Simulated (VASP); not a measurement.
Calculation: PBE GGA, VASP's PBE PAW potentials (set 64) (plane waves; VASP).

VASP input:

File POSCAR:
```
MoSi2
1.0
 -1.6089595204   1.6089595204   3.9370153757
  1.6089595204  -1.6089595204   3.9370153757
  1.6089595204   1.6089595204  -3.9370153757
Si Mo
2 1
Cart
 -0.0000000000   0.0000000000   5.2356197651
 -0.0000000000   0.0000000000   2.6384109863
  0.0000000000   0.0000000000   0.0000000000
```

**KPOINTS**
```
Automatic mesh
0
Gamma
13 13 13
0 0 0
```

### INCAR
```
SYSTEM = MoSi2
PREC = Accurate
ENCUT = 500
EDIFF = 1E-6
NELM = 100
ALGO = Normal
LREAL = .FALSE.
LASPH = .TRUE.
ISMEAR = 1
SIGMA = 0.1
GGA = PE
LMAXMIX = 4
LWAVE = .FALSE.
LCHARG = .FALSE.
IBRION = 2
ISIF = 3
NSW = 40
EDIFFG = -0.02
PSTRESS = 50
```

POTCAR, in this order: Si Mo_sv (PBE.64 set). Program: vasp_std.

Energy and stress use the plane-wave basis of the starting cell.

### Question
Predict the energy per atom (σ→0), volume per atom, band gap (on the k-mesh).

### Answer

```json
{
  "energy per atom (σ→0)": "-747.7 kJ/mol of atoms",
  "band gap (on the k-mesh)": "none (metal, semimetal or under 0.01 eV)",
  "volume_per_atom": "13.27 Å^3/atom"
}
```

**OSZICAR**
```
...
   4 F= -.22003750E+02 E0= -.22003708E+02  d E =-.147184E-01
       N       E                     dE             d eps       ncg     rms          rms(c)
DAV:   1    -0.232472811131E+02   -0.36500E-03   -0.27636E-02  6195   0.163E+00    0.152E-01
DAV:   2    -0.232467731638E+02    0.50795E-03   -0.93954E-04  7483   0.264E-01    0.735E-02
DAV:   3    -0.232466341902E+02    0.13897E-03   -0.36433E-04  7427   0.155E-01    0.193E-02
DAV:   4    -0.232466325604E+02    0.16298E-05   -0.23641E-05  6748   0.359E-02    0.140E-02
DAV:   5    -0.232466325103E+02    0.50096E-07   -0.13911E-06  4635   0.877E-03
   5 F= -.22003971E+02 E0= -.22003925E+02  d E =-.221498E-03
```

The compound is MoSi2 in the MoSi2 type structure. This run relaxes it under an external pressure of 5 GPa. Symmetry was kept, so distortions that lower it aren't found.
